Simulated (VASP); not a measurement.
Runs of VASP 6.6.1 on CaB2. The structure is hexagonal, space group P6/mmm (No. 191). Conventional cell: a = 3.226 Å, b = 3.226 Å, c = 4.067 Å, α = 90.00°, β = 90.00°, γ = 120.00°. Ca (site symmetry 6/mmm) has 12 B at 2.76 Å as nearest neighbours. B (site symmetry -6m2) is surrounded by 3 B at 1.86 Å. The cell comes from a database or a generator and needn't be the stable form of this composition.

```tsv
task	level	potentials or basis	cell	k mesh	cutoff (eV)	smearing	mesh quality	gap on the mesh (eV)	pressure (GPa)	relaxed volume (Å³/atom)
single point	PBE	VASP PAW PBE potentials, release 64 (Ca_sv_GW, B_GW)	as given	5 × 5 × 4	500	gaussian 0.02 eV	coarse	none	-0.8	-
single point	PBE	VASP PAW PBE potentials, release 64 (Ca_sv_GW, B_GW)	as given	4 × 4 × 3	450	gaussian 0.02 eV	coarse	none	-1.7	-
relaxation of cell and atoms	r2SCAN+D4	VASP PAW PBE potentials, release 64 (Ca_sv, B)	relaxed	9 × 9 × 7	600	fermi-dirac 0.05 eV	not flagged	none	0.0	(a)
relaxation of cell and atoms	r2SCAN	VASP PAW PBE potentials, release 64 (Ca_sv, B)	relaxed	9 × 9 × 7	600	fermi-dirac 0.05 eV	not flagged	none	-0.1	12.25
```

Alike in all rows: no spin polarisation.

Question: Fill in the values left out.

Answer: (a) 12.12.

Caveats: some runs use coarse meshes; the PAW data sets were made with another functional, which shifts forces and pressure a little (some runs); pairwise dispersion overbinds metals, which lowers pressure and volume (some runs).

A k mesh can miss the band edges.

A gap of «none» marks a metal or a gap under the smearing width.

Not every run made on this cell is shown here.
